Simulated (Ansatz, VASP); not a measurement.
# Cross-check of InGa2N3 between VASP and Ansatz, part 2 of 2

One calculation is typed for both programs; each brings its own data sets. How far apart do they land? The cell is taken from a series of runs on this material, whose earlier steps may have relaxed, scaled, displaced or heated it; both programs get it as it stands.

VASP 6.6.1 and Ansatz 0.2.0.

So far: The starting structure; VASP: G0W0 gap, PBE, DFT+U.

### Step 3. Ansatz: G0W0 gap, PBE, DFT+U

Level of this step: Ansatz beside VASP: Kohn-Sham DFT, plane waves, PBE, DFT+U (Ansatz).

Ansatz runs on its PAW soft_1 files.

The same cell, functional and mesh now go to Ansatz, which takes its cutoff from its data sets.

File input.yaml:

```yaml
crystal:
  lattice:
    - [5.0043409607, -2.8865205108, 0.0]
    - [5.0043409607, 2.8865205108, 0.0]
    - [0.0, 0.0, 5.390303]
  atoms:
    - { symbol: In, position: [0.325265, 0.674735, 0.989696] }
    - { symbol: In, position: [0.674735, 0.325265, 0.489696] }
    - { symbol: Ga, position: [0.007088, 0.333852, 0.992575] }
    - { symbol: Ga, position: [0.666148, 0.992912, 0.992575] }
    - { symbol: Ga, position: [0.992912, 0.666148, 0.492575] }
    - { symbol: Ga, position: [0.333852, 0.007088, 0.492575] }
    - { symbol: "N", position: [0.026825, 0.333679, 0.358883] }
    - { symbol: "N", position: [0.666321, 0.973175, 0.358883] }
    - { symbol: "N", position: [0.973175, 0.666321, 0.858883] }
    - { symbol: "N", position: [0.333679, 0.026825, 0.858883] }
    - { symbol: "N", position: [0.307445, 0.692555, 0.395389] }
    - { symbol: "N", position: [0.692555, 0.307445, 0.895389] }
kpoints:
  mp_grid: { grid: [3, 3, 2] }
hamiltonian:
  xc: pbe
  hubbard:
    projectors: ortho-atomic
    sites: [{ species: Ga, l: d, u_eff: 5.0 }]
  pseudopotentials: { kind: paw, azcp: { folder: soft_1 } }
scf:
  occupations: { method: fixed }
gw:
  n_empty_bands: 649
  ecut_chi: 150.0
  qp_bands: [v4, c4]
  qp_kpoints: band_edges
  screening: { model: contour_deformation }
```

Started as:

```bash
$ ansatz run input.yaml --threads 2 --pin off --max-ram 92160MiB --backend cuda --events-out ev --progress --plain --runs-dir out --devices 1 --max-vram 13GiB
```

Numbers of over 12 decimals in the logs are rounded to 6 here.

The log of the run:

```text
GPUs: using 1 of 1 available (devices: 1).
Engine: ansatz 0.2.0, x86_64-unknown-linux-gnu
Pseudopotentials: kind: paw
Pseudopotential: In, paw, valence charge 13, recommended cutoff 420 eV (normal), soft_1/In.paw.azcp
Pseudopotential: Ga, paw, valence charge 13, recommended cutoff 420 eV (normal), soft_1/Ga.paw.azcp
Pseudopotential: N, paw, valence charge 5, recommended cutoff 420 eV (normal), soft_1/N.paw.azcp
Functional definition: PBE
  parameter kappa = 0.804
  parameter beta = 0.066725
  exchange = pbe_x(kappa = kappa, mu = beta*pi^2/3)
  correlation = pbe_c(beta = beta)
device memory: the entry about to start is reckoned to put 2.4 GiB on a device that reports 68.1 GiB free (of which the cap on the GPU budget leaves the run 13.0 GiB)
GPU FFT provider: cuFFT
GPU libraries: cuBLAS 13.8.2, cuFFT 12.4.0, cuSOLVER 12.3.4
Crystal: 12 atoms, lattice volume = 155.727 Å³
Basis set: ecut = 420 eV, 3007 PW (Γ)
Bands: 66, of which v1, the nominal top of the filled ones, is band 54 counted from 1 (53 counted from 0)
Symmetry: 4 space group operations
Space group: Cmc21 (ITA 36), of the structure as read, at distance tolerance 5.4e-5 Å
k-points: 8 of 18
Non-local potential: In, projectors of the file, l = 0: 2, l = 1: 2, l = 2: 2, l = 3: 1
Non-local potential: Ga, projectors of the file, l = 0: 2, l = 1: 2, l = 2: 3, l = 3: 1
Non-local potential: N, projectors of the file, l = 0: 2, l = 1: 2, l = 2: 1
PAW form: soft (Blöchl's): semilocal exchange-correlation on the pseudo side does not see the compensation charge
PAW one-centre angular grid: In, 590 points (default); XC on 64 Gauss nodes
PAW one-centre angular grid: Ga, 590 points (default); XC on 64 Gauss nodes
PAW one-centre angular grid: N, 110 points (default); XC on 64 Gauss nodes
Initial density: superposition of atomic densities (chi_scale 0.1, normalization cell, long waves of neutral atoms under a Hubbard term (reshape's long-wave potential 0.03 eV rms, cloud 2.13 Å wide))
Initial wavefunctions: pseudopotential atomic-orbital guess
GPU buffer pool allocated for 64000 grid points (all kernels)
GPU transforms: local potential and band sums: pruned to the plane-wave sphere, on 40×40×40
Functional: x = pbe(κ = 0.804, μ = 0.219515), c = pbe(β = 0.066725)
SCF iter   1: F=—  HF=-28638.405745 eV  |F-HF|=—  |Δ(HF+E_count)|=         —  Δρ=9.52e-2  dr2=1.41e1  ethr=3.10e-3  ⟨swp⟩=4.9  Hψ=1522  notcnv=0  defer=75
preconditioner: auto → Resta (q_TF=auto, 2.567 Å⁻¹)  ε∞=4.4  [insulator: Δε(μ)=1.738 eV  Ē_g=16.895 eV  n_scr=46 (ndim 8)  ℏωp=30.9 eV  f_vac=0.000  ε∞_Penn≈4.4]
SCF iter   2: F=—  HF=-28635.017838 eV  |F-HF|=—  |Δ(HF+E_count)|=    3.39e0  Δρ=4.10e-2  dr2=1.39e0  ethr=3.10e-3  ⟨swp⟩=2.6  Hψ=845  notcnv=0  defer=70
SCF iter   3: F=—  HF=-28634.815294 eV  |F-HF|=—  |Δ(HF+E_count)|=   2.03e-1  Δρ=1.73e-2  dr2=3.50e-1  ethr=1.29e-3  ⟨swp⟩=2.0  Hψ=501  notcnv=0  defer=80
SCF iter   4: F=—  HF=-28634.768635 eV  |F-HF|=—  |Δ(HF+E_count)|=   4.67e-2  Δρ=2.65e-3  dr2=1.37e-2  ethr=3.24e-4  ⟨swp⟩=2.5  Hψ=782  notcnv=0  defer=80
SCF iter   5: F=—  HF=-28634.770478 eV  |F-HF|=—  |Δ(HF+E_count)|=   1.84e-3  Δρ=2.15e-3  dr2=4.76e-3  ethr=1.27e-5  ⟨swp⟩=2.0  Hψ=933  notcnv=0  defer=80
SCF iter   6: F=—  HF=-28634.772997 eV  |F-HF|=—  |Δ(HF+E_count)|=   2.52e-3  Δρ=9.43e-4  dr2=1.10e-3  ethr=4.40e-6  ⟨swp⟩=2.0  Hψ=933  notcnv=0  defer=80
SCF iter   7: F=—  HF=-28634.773586 eV  |F-HF|=—  |Δ(HF+E_count)|=   5.90e-4  Δρ=2.20e-4  dr2=8.60e-5  ethr=1.01e-6  ⟨swp⟩=2.0  Hψ=772  notcnv=0  defer=80
SCF iter   8: F=—  HF=-28634.773675 eV  |F-HF|=—  |Δ(HF+E_count)|=   8.84e-5  Δρ=1.16e-4  dr2=2.41e-5  ethr=7.96e-8  ⟨swp⟩=2.0  Hψ=794  notcnv=0  defer=53
SCF iter   9: F=—  HF=-28634.773676 eV  |F-HF|=—  |Δ(HF+E_count)|=   1.51e-6  Δρ=3.11e-5  dr2=1.35e-6  ethr=2.23e-8  ⟨swp⟩=3.0  Hψ=917  notcnv=0  defer=62
SCF iter  10: F=-28634.773678 eV  HF=-28634.773678 eV  |F-HF|=6.05e-8  |Δ(HF+E_count)|=   1.39e-6  Δρ=5.68e-6  dr2=4.93e-8  ethr=9.26e-11  ⟨swp⟩=9.6  Hψ=2212  notcnv=0
SCF 1 converged in 10 iterations: F = -28634.773678 eV  dr2 = 4.93e-8
  greatest PAW one-centre occupation: 0.996 electrons in one spin orbital (limit 2), on the Ga atom at site 4 (counted from 0), in its partial waves of l = 2
device memory: the entry about to start is reckoned to put 3.0 GiB on a device that reports 66.5 GiB free (of which the cap on the GPU budget leaves the run 13.0 GiB)
NSCF: frozen V_eff on 8 k-points
the band table was solved once the SCF had ended and its energy, with any forces and stress, was formed, with the checks that follow a solve (1401 applications of the Hamiltonian). They found nothing against the state; the energy, forces and stress were not computed again (output.eigenvalues in the input reference)
device memory: the entry about to start is reckoned to put 6.3 GiB on a device that reports 65.2 GiB free (of which the cap on the GPU budget leaves the run 13.0 GiB)
NSCF: frozen V_eff on 8 k-points
G₀W₀ screening: q 1/8
[... further progress lines ...]
[...]
E_paw        = -17179.234089  (= ΣΔE_a)
  E_vpaw       = -2348.448431  (= ΣTr[D̂ρ^β])
  E_aug_tail   = 0.004690  (compensation charges beyond the density's cutoff)
  E_ewald      = -9101.887418
  E_smearing   = -0.000000  (= −TS)
  E_closure    = -0.000000  (closes the sum)
  Σ components = -28634.773678   (vs F -28634.773678, Δ=0.00e0)
--- Band table (eV; the first three rows and the last of 8) ---
  k-point 0: bands = [... 50 lower, 8.4694, 9.3131, 9.3456, 9.3476, 10.2717, 12.8030, 14.5657, 14.6004, ... 8 higher]
  k-point 1: bands = [... 50 lower, 8.8783, 8.8783, 8.8931, 8.8931, 12.6577, 12.6577, 15.0667, 15.0667, ... 8 higher]
  k-point 2: bands = [... 50 lower, 8.0050, 8.2057, 8.9496, 8.9791, 12.1576, 13.7914, 14.5705, 14.8482, ... 8 higher]
  k-point 7: bands = [... 50 lower, 8.0712, 8.0712, 8.1385, 8.1385, 13.3348, 13.3348, 13.8993, 13.8993, ... 8 higher]
Occupation matrices written to <dir>
--- G₀W₀: contour deformation, 7 samples at zero and on the imaginary axis and 1 off it, 18 q-points, 649 empty bands' worth ---
  eigenvalues of the whole cell's RPA ε∞ on this k-mesh (on a slab, of 1 + 4πα/V) = 15.7655, 15.8253, 15.8644; static W/v taken at q = 0 is 0.063211
  bands read: the sum over 703 bands ends inside a degenerate multiplet in 4 slots, whose members it reads at an even weight; the widest, k=1: bands 703 to 704 (counted from 1) at 1/2 each
  gw.qp_kpoints: band_edges: 7 of 8 stored k-points solved, in 1 pass; an edge of the gap read off the rows below is read off those points alone
    valence top: of the k-points left out ik 5 came nearest to being solved in a further pass, in band 53 (counted from 1, as in the quasiparticle table): it holds the edge there only if its correction is more favourable than any solved in that band by at least 0.913 eV; those differ by 0.113 eV
    conduction bottom: of the k-points left out ik 5 came nearest to being solved in a further pass, in band 57 (counted from 1, as in the quasiparticle table): it holds the edge there only if its correction is more favourable than any solved in that band by at least 3.422 eV; those differ by 0.436 eV
    ik  band        ε_KS         Σx   Σc(E_QP)       V_xc       Z   E_QP_lin       E_QP  E_QP is
     0    51      8.4694   -22.0036     3.1994   -18.3437  0.7077     7.9937     8.0088  root
     0    52      9.3131   -22.7849     3.0827   -19.3157  0.7091     8.9167     8.9266  root
     0    53      9.3456   -22.8683     2.9460   -19.5554  0.7108     8.9702     8.9788  root
     0    54      9.3476   -22.8220     2.9360   -19.5183  0.7109     8.9711     8.9798  root
     0    55     10.2717   -11.5049    -3.5684   -15.3292  0.7447    10.5314    10.5277  root
     0    56     12.8030   -10.1360    -4.5043   -14.9923  0.7506    13.1630    13.1550  root
     0    57     14.5657    -7.0898    -4.3867   -11.5127  0.7588    14.6020    14.6020  root
     0    58     14.6004    -7.2899    -4.4175   -11.7705  0.7568    14.6637    14.6635  root
     1    51      8.8783   -22.4464     3.1091   -18.9156  0.7094     8.4445     8.4566  root
     1    52      8.8783   -22.4464     3.1091   -18.9156  0.7094     8.4445     8.4566  root
     1    53      8.8931   -22.4189     3.1043   -18.8931  0.7094     8.4595     8.4716  root
     1    54      8.8931   -22.4189     3.1043   -18.8931  0.7094     8.4595     8.4716  root
     1    55     12.6577   -11.1176    -4.2051   -15.7031  0.7371    13.0474    13.0381  root
     1    56     12.6577   -11.1176    -4.2051   -15.7031  0.7371    13.0474    13.0381  root
     1    57     15.0667    -9.0512    -4.8668   -14.2800  0.7454    15.4377    15.4287  root
     1    58     15.0667    -9.0512    -4.8668   -14.2800  0.7454    15.4377    15.4287  root
     2    51      8.0050   -21.5016     3.3111   -17.6840  0.7052     7.4789     7.4985  root
     2    52      8.2057   -21.4995     3.2020   -17.8271  0.7051     7.7190     7.7353  root
     2    53      8.9496   -22.4452     3.0620   -18.9713  0.7095     8.5263     8.5377  root
     2    54      8.9791   -22.4356     3.1474   -18.8685  0.7084     8.5474     8.5594  root
     2    55     12.1576   -12.1902    -3.7498   -16.2881  0.7309    12.5134    12.5057  root
     2    56     13.7914   -11.0057    -4.6949   -16.1568  0.7299    14.2625    14.2475  root
     2    57     14.5705   -10.4071    -4.8355   -15.7142  0.7336    15.0584    15.0421  root
     2    58     14.8482    -9.9911    -4.8160   -15.2378  0.7330    15.2914    15.2789  root
[...]
7    51      8.0712   -21.4170     3.2843   -17.6373  0.7048     7.5573     7.5757  root
     7    52      8.0712   -21.4170     3.2843   -17.6373  0.7048     7.5573     7.5757  root
     7    53      8.1385   -21.3096     3.2311   -17.5989  0.7037     7.6418     7.6589  root
     7    54      8.1385   -21.3096     3.2311   -17.5989  0.7037     7.6418     7.6589  root
     7    55     13.3348    -9.4845    -4.4208   -14.1789  0.7443    13.6129    13.6083  root
     7    56     13.3348    -9.4845    -4.4208   -14.1789  0.7443    13.6129    13.6083  root
     7    57     13.8993    -8.8213    -4.4679   -13.5380  0.7487    14.1518    14.1480  root
     7    58     13.8993    -8.8213    -4.4679   -13.5380  0.7487    14.1518    14.1480  root
```

Reading the cycles: dr2 is the Hartree energy of the density residual (eV), the measure of convergence; HF is the Harris–Foulkes estimate of the energy, which meets the free energy F at convergence.

### Step 4. Side by side

Known differences besides the potentials themselves: U acts on the PAW sphere in VASP and on atomic orbitals in Ansatz, so only states and trends compare; fixed occupations in Ansatz, narrow Gaussian smearing in VASP; the cutoff is 420 eV in Ansatz and 450 eV in VASP; Ansatz integrates over frequency by contour deformation, VASP on a grid of NOMEGA points; Ansatz's G0W0 levels solve the quasiparticle equation, VASP's are linearised. Total energies have different zeros and are not compared.

Both answers:

| quantity | Ansatz | VASP | difference |
| --- | --- | --- | --- |
| G0W0 gap on the mesh (eV) | 1.55 | 1.66 | -0.11 |
| Kohn-Sham gap under it (eV) | 0.92 | 1.12 | -0.20 |

### Step 5. Outcome

```json
{"difference in G0W0 gap on the mesh (G0W0 gap, PBE, DFT+U)": "-0.11 eV"}
```

What this shows: The difference in G0W0 gap on the mesh is -0.11 eV (G0W0 gap, PBE, DFT+U). How closely two codes agree says nothing of how well the functional describes the real material.

[Lines on the potential files, build, host, timing and source positions are cut from VASP's logs without a mark.]

[Logs are printed without paths, hosts, clocks, repeated set-up lines and the standing remarks that a program may print on its own settings, such as how far it seeks lower states.]

[Hosts, paths, dates, database ids (printed as entryN), source tags and the programs' standing remarks are cut or masked in the printed files.]
